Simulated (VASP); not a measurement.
Given:

```xyz
4
Lattice="1.9015 -3.2935 0.0000 1.9015 3.2935 0.0000 0.0000 0.0000 12.3096" Properties=species:S:1:pos:R:3 pbc="T T T"
La     1.9015    -3.2935     6.1548
La     1.9015    -3.2935    12.3096
La     1.9015     1.0978     3.0774
La     1.9015    -1.0978     9.2322
```

Method: revPBE GGA, VASP's PBE PAW potentials (set 64) (plane waves; VASP). Run with 520 eV cut-off, Gaussian smearing of 0.050 eV, potentials La.

**Question.** What does the run give for the band gap (along the path) with the smallest direct gap where there is one?

**Answer.** 
```
Property                                                      Value
-------------------------  ----------------------------------------
band gap (along the path)  none (metal, semimetal or under 0.01 eV)
```

Total energies compare only between runs with the same potentials, cut-off and functional.

The compound is La in the dhcp structure. It was relaxed first.
